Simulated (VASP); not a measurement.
# CuAu (Tetraauricupride): structure and properties in VASP, part 3 of 3

What structure does CuAu (Tetraauricupride) take at this level, and what are its properties? The start is a cell from a database of measured crystal structures.

VASP 6.6.1; PBEsol; plane waves and PAW (Cu, Au).

So far. Step 4 (Single point with fields (PBEsol)): In this run the pressure is 0.01 GPa, small enough to go on. Step 5 (Band structure (PBEsol)): There is no gap at this level. The relaxed cell has a = 2.794, c = 3.631 Å (conventional setting).

## (6) Density of states (PBEsol)

Here the states are counted by energy and projected on the atoms. The mesh is finer than in the run before.

File INCAR:

```
SYSTEM = CuAu
PREC = Accurate
ENCUT = 400
EDIFF = 1E-06
NELM = 100
ISMEAR = -5
SIGMA = 0.2
LREAL = .FALSE.
ALGO = Normal
GGA = PS
NBANDS = 23
LASPH = .TRUE.
LORBIT = 11
LWAVE = .FALSE.
LCHARG = .FALSE.
KPAR = 2
NEDOS = 2001
```

File POSCAR:

```
CuAu
1.0
    2.7939584783      0.0000000000      0.0000000000
    0.0000000000      2.7939584783      0.0000000000
    0.0000000000      0.0000000000      3.6311637682
Cu Au
1 1
Direct
    0.5000000000      0.5000000000      0.5000000000
    0.0000000000      0.0000000000      0.0000000000
```

File KPOINTS:

```
Automatic mesh
0
Gamma
14 14 11
0 0 0
```

The projector-augmented-wave data sets are Cu and Au (PBE family, release 64).

Run with:

```
> mpirun -np 2 vasp_std
```

The log of the run:

```text
[... set-up lines as in an earlier step ...]
 entering main loop
       N       E                     dE             d eps       ncg     rms          rms(c)
DAV:   1     0.107929606015E+03    0.10793E+03   -0.88716E+03 11487   0.111E+03
DAV:   2    -0.454896712956E+01   -0.11248E+03   -0.10436E+03 10818   0.233E+02
DAV:   3    -0.950320483325E+01   -0.49542E+01   -0.49008E+01 11931   0.510E+01
DAV:   4    -0.957710024358E+01   -0.73895E-01   -0.73900E-01 11636   0.530E+00
DAV:   5    -0.957940572586E+01   -0.23055E-02   -0.23057E-02 13786   0.101E+00    0.128E+01
DAV:   6    -0.891315177107E+01    0.66625E+00   -0.66156E+00 11961   0.618E+01    0.579E+00
DAV:   7    -0.845143759946E+01    0.46171E+00   -0.26103E+00 13134   0.649E+01    0.627E+00
DAV:   8    -0.836878078152E+01    0.82657E-01   -0.21414E-01 15288   0.977E+00    0.286E+00
DAV:   9    -0.836078439427E+01    0.79964E-02   -0.91268E-03 14807   0.101E+00    0.285E-01
DAV:  10    -0.835954371016E+01    0.12407E-02   -0.38784E-03 12444   0.157E+00    0.603E-02
DAV:  11    -0.835960141590E+01   -0.57706E-04   -0.24229E-04 15723   0.308E-01    0.155E-02
DAV:  12    -0.835961196845E+01   -0.10553E-04   -0.11646E-05 16064   0.714E-02    0.897E-03
DAV:  13    -0.835961499538E+01   -0.30269E-05   -0.10272E-06  7096   0.101E-02    0.378E-03
DAV:  14    -0.835961146899E+01    0.35264E-05   -0.17765E-07  6151   0.735E-03    0.400E-04
DAV:  15    -0.835961112309E+01    0.34589E-06   -0.71069E-08  5696   0.231E-03
   1 F= -.83596111E+01 E0= -.83596111E+01  d E =0.000000E+00
 -----------------------------------------------------------------------------
|                                                                             |
|           W    W    AA    RRRRR   N    N  II  N    N   GGGG   !!!           |
|           W    W   A  A   R    R  NN   N  II  NN   N  G    G  !!!           |
|           W    W  A    A  R    R  N N  N  II  N N  N  G       !!!           |
|           W WW W  AAAAAA  RRRRR   N  N N  II  N  N N  G  GGG   !            |
|           WW  WW  A    A  R   R   N   NN  II  N   NN  G    G                |
|           W    W  A    A  R    R  N    N  II  N    N   GGGG   !!!           |
|                                                                             |
|     Tetrahedron method does not include variations of the Fermi             |
|     occupations, so forces and stress will be inaccurate. We suggest        |
|     using a different smearing scheme ISMEAR = 1 or 2 for metals in         |
|     relaxations.                                                            |
|                                                                             |
 -----------------------------------------------------------------------------
```

Run time: 39 s. Hardware: 2 MPI ranks of AMD EPYC 7R43, shared host; peak memory 0.34 GiB.

OUTCAR, selected parts (step 6):

```text
   k-points           NKPTS =    216   k-points in BZ     NKDIM =    216   number of bands    NBANDS=     23

   NELECT =      22.0000    total number of electrons

 E-fermi :   9.0083

 k-point     1 :       0.0000    0.0000    0.0000
  band No.  band energies     occupation
    ...
      7       6.0657      2.00000
      8       6.7902      2.00000
      9       7.2419      2.00000
     10       7.4739      2.00000
     11       7.4739      2.00000
     12      11.0863      0.00000
     13      17.3558      0.00000
     14      18.9167      0.00000
     15      18.9167      0.00000
     16      25.8189      0.00000
    ...

  Total        0.0029340      0.0029340      0.0161704      0.0000000      0.0000000      0.0000000
  in kB        0.1658377      0.1658377      0.9140012      0.0000000      0.0000000      0.0000000
  external PRESSURE =       0.4152256 kB  Pullay stress =       0.0000000 kB

  FREE ENERGIE OF THE ION-ELECTRON SYSTEM (eV)
  ---------------------------------------------------
  free  energy   TOTEN  =        -8.3596111231 eV

  energy  without entropy=       -8.3596111231  energy(sigma->0) =       -8.35961112

[... 7 parts as in an earlier step ...]

[... 10 further parts left out ...]
```

With tetrahedra the forces and stress of a metal are not exact derivatives of the energy.

Numbers from this step:

```
SCF cycles             : 15
irreducible k-points   : 216
free energy (TOTEN)    : -8.360 eV
Fermi energy           : 9.008 eV
pressure               : 0.04152 GPa
DOS at the Fermi level : 0.5745 states/eV/cell
```

The density of states has structure finer than the step of the table below, so its rows give means over 1 eV, whole bins alone (the curve runs from -12.0 to 7.91 eV). Peaks (eV: height): total -4.2: 5.46, -2.9: 6.57, -2.3: 8.22, -1.8: 9.09; Cu d -2.9: 5.11, -2.3: 6.93, -1.8: 7.00; Au d -6.6: 1.90, -5.8: 2.83, -5.5: 2.33, -4.2: 3.78; Au p -3.2: 0.134, -2.9: 0.134, 2.1: 0.0794, 7.6: 0.103; Cu p -5.8: 0.122, -5.5: 0.0889, -5.0: 0.075, 0.6: 0.0624.

States under -12.0 eV and over 7.9 eV are left out. The density of states by energy, zero at the Fermi level; means over each step; values in states/eV/cell:

| energy (eV) | total | Cu d | Au d | Au p | Cu p | Au s | Cu s |
| --- | --- | --- | --- | --- | --- | --- | --- |
| -11 | 0 | 0 | 0 | 0 | 0 | 0 | 0 |
| -10 | 0.0468 | 4.9e-5 | 3.3e-4 | 5.0e-4 | 4.1e-4 | 0.0178 | 0.00950 |
| -9 | 0.187 | 8.0e-4 | 0.00619 | 0.00489 | 0.00458 | 0.0671 | 0.0330 |
| -8 | 0.371 | 0.00589 | 0.0475 | 0.0133 | 0.0149 | 0.116 | 0.0465 |
| -7 | 1.65 | 0.0807 | 0.872 | 0.0348 | 0.0351 | 0.147 | 0.123 |
| -6 | 2.96 | 0.255 | 1.97 | 0.0532 | 0.0695 | 0.0718 | 0.0690 |
| -5 | 2.88 | 0.375 | 1.95 | 0.0597 | 0.0634 | 0.0581 | 0.0139 |
| -4 | 2.96 | 0.588 | 1.92 | 0.0678 | 0.0359 | 0.0558 | 0.0168 |
| -3 | 3.79 | 2.66 | 0.629 | 0.107 | 0.0437 | 0.0190 | 0.0271 |
| -2 | 6.15 | 4.80 | 1.09 | 0.0342 | 0.0238 | 0.0149 | 0.0145 |
| -1 | 0.753 | 0.395 | 0.145 | 0.0492 | 0.0287 | 0.0261 | 0.0263 |
| 0 | 0.562 | 0.143 | 0.137 | 0.0609 | 0.0487 | 0.0407 | 0.0221 |
| 1 | 0.553 | 0.0957 | 0.125 | 0.0742 | 0.0614 | 0.0441 | 0.0244 |
| 2 | 0.477 | 0.0668 | 0.0877 | 0.0786 | 0.0601 | 0.0331 | 0.0262 |
| 3 | 0.443 | 0.0560 | 0.0708 | 0.0729 | 0.0532 | 0.0463 | 0.0273 |
| 4 | 0.512 | 0.0596 | 0.0753 | 0.0730 | 0.0480 | 0.0760 | 0.0496 |
| 5 | 0.573 | 0.0490 | 0.0842 | 0.0723 | 0.0528 | 0.0641 | 0.0960 |
| 6 | 0.706 | 0.0547 | 0.0852 | 0.0862 | 0.0726 | 0.0889 | 0.116 |
| 7 | 0.625 | 0.0462 | 0.0709 | 0.0874 | 0.0727 | 0.0610 | 0.0972 |

The finer mesh and the other smearing move the Fermi level by +0.09 eV from the 9×9×7 run, one measure of the sampling error in the zero of the bands above. Of the states within 0.3 eV of the Fermi level, the largest shares in the PAW spheres are Au d 25 %, Cu d 25 % and Au p 11 %. The rest lies in smaller channels or between the spheres.

## (7) Field gradients at the nuclei (PBEsol)

Field gradients probe how far the charge around each nucleus departs from cubic symmetry; LASPH keeps the non-spherical terms inside the spheres.

File INCAR:

```
SYSTEM = CuAu
PREC = Accurate
ENCUT = 400
EDIFF = 1E-07
NELM = 100
ISMEAR = 1
SIGMA = 0.2
LREAL = .FALSE.
ALGO = Normal
GGA = PS
NBANDS = 17
LASPH = .TRUE.
LORBIT = 11
LWAVE = .FALSE.
LCHARG = .FALSE.
KPAR = 2
LEFG = .TRUE.
```

POSCAR is that of step 6.

File KPOINTS:

```
Automatic mesh
0
Gamma
9 9 7
0 0 0
```

Run with:

```
> mpirun -np 2 vasp_std
```

The log of the run:

```text
[... set-up lines as in an earlier step ...]
 entering main loop
       N       E                     dE             d eps       ncg     rms          rms(c)
[... 11 cycles as in an earlier step ...]
DAV:  12    -0.837190406698E+01    0.41366E-05   -0.79751E-06  2957   0.942E-02    0.333E-03
DAV:  13    -0.837190398695E+01    0.80031E-07   -0.43372E-07  2230   0.618E-03
ion   1
     0.0000000     0.0000000    -0.0000000    -0.3366343    -0.0000000     0.0000000
     0.0000464     0.0000000    -0.0000000    -0.3366342    -0.0000000     0.0000000
     0.0000639     0.0000000    -0.0000000    -0.3366342    -0.0000000     0.0000000
     0.0000880     0.0000000    -0.0000000    -0.3366342    -0.0000000     0.0000000
     0.0001211     0.0000000    -0.0000000    -0.3366342    -0.0000000     0.0000000

     0.0000000     0.0000000    -0.0000000    10.5962473     0.0000000     0.0000000
     0.0000464     0.0000000    -0.0000000    10.5959164     0.0000000     0.0000000
     0.0000639     0.0000000    -0.0000000    10.5957210     0.0000000     0.0000000
     0.0000880     0.0000000    -0.0000000    10.5953986     0.0000000     0.0000000
     0.0001211     0.0000000    -0.0000000    10.5948689     0.0000000     0.0000000

ion   2
     0.0000000     0.0000000     0.0000000     1.0376442     0.0000000    -0.0000000
     0.0000676     0.0000000     0.0000000     1.0376442     0.0000000    -0.0000000
     0.0000931     0.0000000     0.0000000     1.0376442     0.0000000    -0.0000000
     0.0001282     0.0000000     0.0000000     1.0376442     0.0000000    -0.0000000
     0.0001766     0.0000000     0.0000000     1.0376441     0.0000000    -0.0000000

     0.0000000     0.0000000     0.0000000   -76.3482839     0.0000000    -0.0000000
     0.0000676     0.0000000     0.0000000   -76.1803431     0.0000000    -0.0000000
     0.0000931     0.0000000     0.0000000   -76.0986291     0.0000000    -0.0000000
     0.0001282     0.0000000     0.0000000   -75.9730537     0.0000000    -0.0000000
     0.0001766     0.0000000     0.0000000   -75.7809119     0.0000000    -0.0000000

   1 F= -.83719040E+01 E0= -.83717890E+01  d E =-.345048E-03
```

Elapsed: 8.6 s, on 2 MPI ranks; peak memory 0.2 GiB.

From OUTCAR (step 7):

```text
   NELECT =      22.0000    total number of electrons

 E-fermi :   8.9178

 k-point     3 :       0.2222    0.0000    0.0000
  band No.  band energies     occupation
    ...
      7       6.1421      2.00000
      8       6.4381      2.00000
      9       6.8139      2.00000
     10       6.8420      2.00000
     11       7.2237      2.00000
     12      13.6563      0.00000
     13      13.9705      0.00000
     14      17.8010      0.00000
     15      20.7870      0.00000
     16      24.1257      0.00000
    ...

  Total       -0.0052407     -0.0052407     -0.0040832      0.0000000      0.0000000     -0.0000000
  in kB       -0.2962199     -0.2962199     -0.2307960      0.0000000      0.0000000     -0.0000000
  external PRESSURE =      -0.2744119 kB  Pullay stress =       0.0000000 kB

  FREE ENERGIE OF THE ION-ELECTRON SYSTEM (eV)
  ---------------------------------------------------
  free  energy   TOTEN  =        -8.3719039870 eV

  energy  without entropy=       -8.3715589393  energy(sigma->0) =       -8.37178897

 Electric field gradients after diagonalization (V/A^2)
 (convention: |V_zz| > |V_xx| > |V_yy|)
----------------------------------------------------------------------
 ion       V_xx      V_yy      V_zz     asymmetry (V_yy - V_xx)/ V_zz
----------------------------------------------------------------------
   1       6.467     6.467   -12.935       0.000
   2     -48.126   -48.126    96.253       0.000
----------------------------------------------------------------------

[... 16 parts as in an earlier step ...]

[... 2 further parts left out ...]
```

This step gave:

```yaml
scf_cycles: 13
bands: 17
irreducible_k_points: 60
free_energy_toten: -8.372 eV
fermi_energy: 8.918 eV
pressure: -0.02744 GPa
```

Electric field gradients, by row:

| atom | Vxx (V/Å²) | Vyy (V/Å²) | Vzz (V/Å²) | asymmetry |
| --- | --- | --- | --- | --- |
| Cu1 | 6.467 | 6.467 | -12.94 | 0 |
| Au2 | -48.13 | -48.13 | 96.25 | 0 |

The largest gradient, 96.25 V/Å², sits on Au2; times the quadrupole moment of a nucleus that has one, it gives the coupling that NMR and NQR see.

## (8) Summary of results

| Item | Value |
| --- | --- |
| relaxed volume | 14.17 Å³/atom |
| relaxed conventional cell a, b, c | 2.794, 2.794, 3.631 Å |
| space group after relaxing, within 0.02 Å | P4/mmm (No. 123) |
| band gap | none, a metal |
| DOS at the Fermi level | 0.575 states/eV/cell |
| largest field gradient Vzz | 96.25 V/Å² on Au2 |

What this shows: With PBEsol, CuAu (Tetraauricupride) relaxes to 14.17 Å³/atom in space group P4/mmm (held by the symmetry of the run) and comes out as a metal. Against the listed cell the volume lies -1.5 % (a -0.2 %, c -1.1 %). Band structure (PBEsol): Of the bands kept, 2 cross the Fermi level on this path. Spin-orbit coupling is left out, and with elements this heavy it would split and shift bands near the Fermi level. The k-sampling is coarse for a metal, so the Fermi level, pressures and the shape of the cell carry errors. No search among competing phases was made, and a listed structure need not be the one stable at ambient conditions. All values are for a static lattice at zero temperature.

[Lines on the potential files, build, host, timing and source positions are cut from VASP's logs without a mark.]

[Logs are printed without paths, hosts, clocks, repeated set-up lines and the standing remarks that a program may print on its own settings, such as how far it seeks lower states.]

[Hosts, paths, dates, database ids (printed as entryN), source tags and the programs' standing remarks are cut or masked in the printed files.]

[A measured line is paired with the nearest computed mode of its activity, which favours agreement.]
